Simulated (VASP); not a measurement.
Output of a VASP run:

**OSZICAR**
```
       N       E                     dE             d eps       ncg     rms          rms(c)
DAV:   1     0.219113522248E+03    0.21911E+03   -0.13264E+04   512   0.224E+03
DAV:   2    -0.248715758624E+02   -0.24399E+03   -0.23934E+03   792   0.337E+02
DAV:   3    -0.663180897417E+02   -0.41447E+02   -0.33863E+02   696   0.155E+02
DAV:   4    -0.679669275490E+02   -0.16488E+01   -0.16486E+01   792   0.329E+01
DAV:   5    -0.680450747824E+02   -0.78147E-01   -0.78141E-01   848   0.655E+00    0.314E+01
DAV:   6    -0.536794879747E+02    0.14366E+02   -0.43894E+01   752   0.500E+01    0.102E+01
DAV:   7    -0.542151859540E+02   -0.53570E+00   -0.20138E+01   760   0.487E+01    0.144E+01
DAV:   8    -0.543647919736E+02   -0.14961E+00   -0.86703E+00   776   0.251E+01    0.523E+00
DAV:   9    -0.539074955418E+02    0.45730E+00   -0.57158E+00   752   0.232E+01    0.293E+00
DAV:  10    -0.539998878604E+02   -0.92392E-01   -0.48117E-01   728   0.780E+00    0.481E-01
DAV:  11    -0.540305676436E+02   -0.30680E-01   -0.18405E-01   832   0.372E+00    0.126E+00
DAV:  12    -0.540417944170E+02   -0.11227E-01   -0.11108E-01   744   0.328E+00    0.977E-02
DAV:  13    -0.540360451853E+02    0.57492E-02   -0.85236E-03   704   0.102E+00    0.344E-01
DAV:  14    -0.540418177262E+02   -0.57725E-02   -0.44067E-03   640   0.748E-01    0.525E-02
DAV:  15    -0.540422577323E+02   -0.44001E-03   -0.72159E-04   880   0.276E-01    0.451E-02
DAV:  16    -0.540422425514E+02    0.15181E-04   -0.28389E-05   664   0.526E-02    0.399E-02
DAV:  17    -0.540422530240E+02   -0.10473E-04   -0.10216E-04   800   0.981E-02    0.130E-02
DAV:  18    -0.540422556786E+02   -0.26547E-05   -0.40838E-06   624   0.233E-02    0.561E-03
DAV:  19    -0.540422561748E+02   -0.49622E-06   -0.92245E-07   840   0.116E-02    0.379E-03
DAV:  20    -0.540422562318E+02   -0.56946E-07   -0.45680E-07   568   0.777E-03
   1 F= -.54042256E+02 E0= -.54042256E+02  d E =-.468777E-11
```

File OUTCAR:
```
------------------------ aborting loop because EDIFF is reached ----------------------------------------
  FORCE on cell =-STRESS in cart. coord.  units (eV):
  Direction    XX          YY          ZZ          XY          YZ          ZX
  --------------------------------------------------------------------------------------
  Total        0.0131053      0.0131053      0.0131053      0.0000000      0.0000000      0.0000000
  in kB        0.5231961      0.5231961      0.5231961      0.0000000      0.0000000      0.0000000
  external PRESSURE =       0.5231961 kB  Pullay stress =       0.0000000 kB
  volume of cell :       40.13
      direct lattice vectors                 reciprocal lattice vectors
     0.000000000  2.717406838  2.717406838    -0.183998948  0.183998948  0.183998948
     2.717406838  0.000000000  2.717406838     0.183998948 -0.183998948  0.183998948
     2.717406838  2.717406838  0.000000000     0.183998948  0.183998948 -0.183998948
 POSITION                                       TOTAL-FORCE (eV/Angst)
 -----------------------------------------------------------------------------------
      0.00000      0.00000      0.00000         0.000000     -0.000000      0.000000
      1.35870      1.35870      1.35870         0.000000     -0.000000      0.000000
      4.07611      4.07611      4.07611        -0.000000      0.000000     -0.000000
 -----------------------------------------------------------------------------------
    total drift:                                0.000000     -0.000000      0.000000
  FREE ENERGIE OF THE ION-ELECTRON SYSTEM (eV)
  ---------------------------------------------------
  free  energy   TOTEN  =       -54.0422562318 eV

  energy  without entropy=      -54.0422562318  energy(sigma->0) =      -54.04225623
```
(Selected blocks of OUTCAR.)

File POSCAR:
```
CeO2
1
    0.0000000000     2.7174068375     2.7174068375
    2.7174068375     0.0000000000     2.7174068375
    2.7174068375     2.7174068375     0.0000000000
Ce O
1 2
Direct
  0.0000000000   0.0000000000   0.0000000000
  0.2500000000   0.2500000000   0.2500000000
  0.7500000000   0.7500000000   0.7500000000
```

Q: Write an INCAR and KPOINTS that could have produced this output.

A: One answer among several that fit: the input of the run itself, r2SCAN meta-GGA, plane waves, VASP's PBE PAW potentials (set 64).

### INCAR
```
# general
SYSTEM  = CeO2
PREC    = Accurate
ENCUT   = 600
LREAL   = .False.
LASPH   = .True.

# electronic loop
EDIFF   = 1E-7
NELM    = 100
ALGO    = Normal
LMAXMIX = 6
LMIXTAU = .True.

# smearing
ISMEAR  = 0
SIGMA   = 0.05

# functional
METAGGA = R2SCAN

# ions
ISIF    = 2

# output
LWAVE   = .False.
LCHARG  = .False.
```

KPOINTS:
```
Automatic mesh
0
Gamma
6 6 6
0 0 0
```

POTCAR, in this order: Ce O (PBE.64 set). Program: vasp_std.

The compound is CeO2 in the fluorite structure. It was relaxed first. The run is not spin-polarised, so no magnetic state was tried.
